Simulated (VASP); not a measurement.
Here is a VASP 6.6.1 calculation.

The input INCAR:

```
SYSTEM = CoSi2
PREC = Accurate ; ENCUT = 520
EDIFF = 1E-7 ; ISMEAR = 1
SIGMA = 0.1 ; LREAL = .FALSE.
LASPH = .TRUE. ; NELM = 150
ALGO = Normal ; ISIF = 2
LWAVE = .FALSE. ; LCHARG = .TRUE.
GGA = PS ; LVHAR = .TRUE.
```

KPOINTS

```
regular mesh
0
G
  14 14 14
  0 0 0
```

The input POSCAR:

```
CoSi2                                   
1.0
   -0.0000000000      2.6565379380      2.6565379380
    2.6565379380     -0.0000000000      2.6565379380
    2.6565379380      2.6565379380      0.0000000000
  Co              Si            
     1     2
Direct
     0.0000000000000000    0.0000000000000000    0.0000000000000000
     0.2500000000000000    0.2500000000000000    0.2500000000000000
     0.7500000000000000    0.7500000000000000    0.7500000000000000
```

Potentials or basis: VASP PAW PBE potentials, release 64 (Co, Si).

Run with:

```console
$ cat potpaw_PBE.64/Co/POTCAR potpaw_PBE.64/Si/POTCAR > POTCAR
$ mpirun -np 1 vasp_std > vasp.out
```

(1) Predict the band gap on the k mesh.

(2) Estimate the pressure.

Results:

(1) none (metal or under the smearing width).

(2) 0.0 GPa.

Caveat: the PAW data sets were made with another functional, which shifts forces and pressure a little.
